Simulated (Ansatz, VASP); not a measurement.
# B3P4Ir: VASP beside Ansatz

```
B P Ir
1.0
     4.75625    0.00000    0.00000
     0.00000    4.75625    0.00000
     0.00000    0.00000    4.75625
B P Ir
3 4 1
Direct
  0.00000 0.50000 0.50000
  0.50000 0.50000 0.00000
  0.50000 0.00000 0.50000
  0.26862 0.73138 0.73138
  0.73138 0.73138 0.26862
  0.73138 0.26862 0.73138
  0.26862 0.26862 0.26862
  0.00000 0.00000 0.00000
```

Change from the starting cell: species swapped into the Cu3AsS4 type (P-43m, No. 215).

Alike in both runs: functional PBE; k mesh 4 × 4 × 4; occupations gaussian, width 0.1 eV; no spin polarisation.

Ansatz relaxed the structure, and its values are those at the end. VASP's run is a single point on that final structure, the one shown.

|  | VASP | Ansatz |
| --- | --- | --- |
| version | VASP 6.6.1 | Ansatz 0.2.0 |
| potentials or method | VASP PAW PBE potentials, release 64 (B, P, Ir) | scalar-relativistic, plane waves, PAW |
| plane-wave cutoff (eV) | 520 | 420 |
| valence electrons in the cell | 38 | 46 |

```tsv
	VASP	Ansatz	Ansatz less VASP
gap on the k mesh at the Fermi level (eV)	none	none	-
pressure (GPa)	0.2	0.1	-0.12
rms of the force components (eV/Å)	0.037	0.012	-0.0256
```

A gap of «none» marks a metal or a gap that the smearing closes. The two sets of potentials don't hold the same shells in valence.

The runs have no spin-orbit coupling, so splittings on Ir are missing.
